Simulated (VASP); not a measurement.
VASP ran on this input.

INCAR:
```
! general
SYSTEM  = Ca(ZnSi)2
PREC    = Accurate
ENCUT   = 400
LREAL   = .FALSE.   ! projection in real space or not
LASPH   = .TRUE.   ! aspherical one-centre terms

! electronic loop
EDIFF   = 1E-6
NELM    = 100   ! most electronic steps
ALGO    = Normal
LMAXMIX = 4

! smearing
ISMEAR  = 1   ! Methfessel-Paxton
SIGMA   = 0.1

! functional
GGA     = PS   ! PBEsol

! ions
IBRION  = 2   ! conjugate gradients
NSW     = 60   ! most ionic steps
ISIF    = 3
EDIFFG  = -0.02

! output
LWAVE   = .FALSE.
LCHARG  = .FALSE.
```

File POSCAR:
```
Ca(ZnSi)2
1.0
 -2.0853586652   2.0853586652   5.0222937982
  2.0853586652  -2.0853586652   5.0222937982
  2.0853586652   2.0853586652  -5.0222937982
Ca Zn Si
1 2 2
Cart
  2.0853586652   2.0853586652   5.0222937982
  2.0853586652   0.0000000000   2.5111468991
 -0.0000000000   2.0853586652   2.5111468991
 -0.0000000000   0.0000000000   6.1880006619
  2.0853586652   2.0853586652  -1.1657068637
```

KPOINTS:
```
Automatic mesh
0
Gamma
9 9 9
0 0 0
```

POTCAR, in this order: Ca_sv Zn Si (PBE.64 set). Program: vasp_std.

Q: Write an equivalent input for Ansatz.

A: One equivalent input (not run):
Ansatz 0.2 input:
```yaml
crystal:
  lattice:
    - [-2.0853587, 2.0853587, 5.0222938]
    - [2.0853587, -2.0853587, 5.0222938]
    - [2.0853587, 2.0853587, -5.0222938]
  atoms:
    - { symbol: Ca, position: [1.0000000, 1.0000000, 1.0000000] }
    - { symbol: Zn, position: [0.2500000, 0.7500000, 0.5000000] }
    - { symbol: Zn, position: [0.7500000, 0.2500000, 0.5000000] }
    - { symbol: Si, position: [0.6160532, 0.6160532, 0.0000000] }
    - { symbol: Si, position: [0.3839468, 0.3839468, 1.0000000] }
kpoints:
  mp_grid: { grid: [9, 9, 9] }
hamiltonian:
  xc: pbesol
  pseudopotentials: { kind: paw }
scf:
  occupations: { method: methfessel_paxton, width: 0.1 }
  max_iter: 100
relax:
  max_steps: 60
  f_tol: 0.02
  cell: {}
output: { forces: true, stress: true, eigenvalues: true }
```
What does not carry over: each code has its own PAW files, so the cut-off isn't converted (ENCUT is set for VASP's; basis.ecutwfc is left out, and Ansatz then takes the one that its files recommend); Ansatz stops its SCF on the density residual and VASP on the energy change (EDIFF).

The structure comes from a computed database's CaZn2Si2 entry (I4/mmm); how it stands against other phases isn't given here. This run relaxes it. Symmetry was kept, so distortions that lower it aren't found. The start is the result of an earlier pass.
